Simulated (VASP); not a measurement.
```
CELL_PARAMETERS angstrom
      4.44799     0.00000     0.00000
     -2.22400     3.85207     0.00000
      0.00000     0.00000    31.76242
ATOMIC_POSITIONS crystal
  Bi 0.33333 0.66667 0.26896
  Bi 0.33333 0.66667 0.06437
  Bi 0.00000 0.00000 0.60229
  Bi 0.00000 0.00000 0.39771
  Bi 0.66667 0.33333 0.93563
  Bi 0.66667 0.33333 0.73104
  Te 0.00000 0.00000 0.00000
  Te 0.66667 0.33333 0.11868
  Te 0.00000 0.00000 0.21465
  Te 0.66667 0.33333 0.33333
  Te 0.33333 0.66667 0.45202
  Te 0.66667 0.33333 0.54798
  Te 0.33333 0.66667 0.66667
  Te 0.00000 0.00000 0.78535
  Te 0.33333 0.66667 0.88132
```

The numbers are results of PBE GGA, VASP's PBE PAW potentials (set 64) (plane waves; VASP), not measurements. Run with LREAL = Auto, 480 eV cut-off, 5×5×1 Γ-centred mesh, Gaussian smearing of 0.050 eV, potentials Bi_d Te.

Without a dispersion term in the relaxation, distances and binding between the weakly bound layers, chains or molecules are unreliable, and so is what depends on them. Unless said otherwise, spin-orbit coupling is left out, though it shifts the bands of the heavy elements here.

Q: Estimate the energy per atom (σ→0), band gap (on the k-mesh) with the smallest direct gap where there is one.

A: 
| Item | Value |
|---|---|
| band gap (on the k-mesh) | 0.47 eV |
| smallest direct gap (on the k-mesh) | 0.47 eV |
| energy per atom (σ→0) | -3.682 eV/atom |

Total energies compare only between runs with the same potentials, cut-off and functional.

The compound is Bi2Te3 in the tetradymite structure. It was relaxed first, which changed the volume by +7 %. The start is the result of an earlier pass.
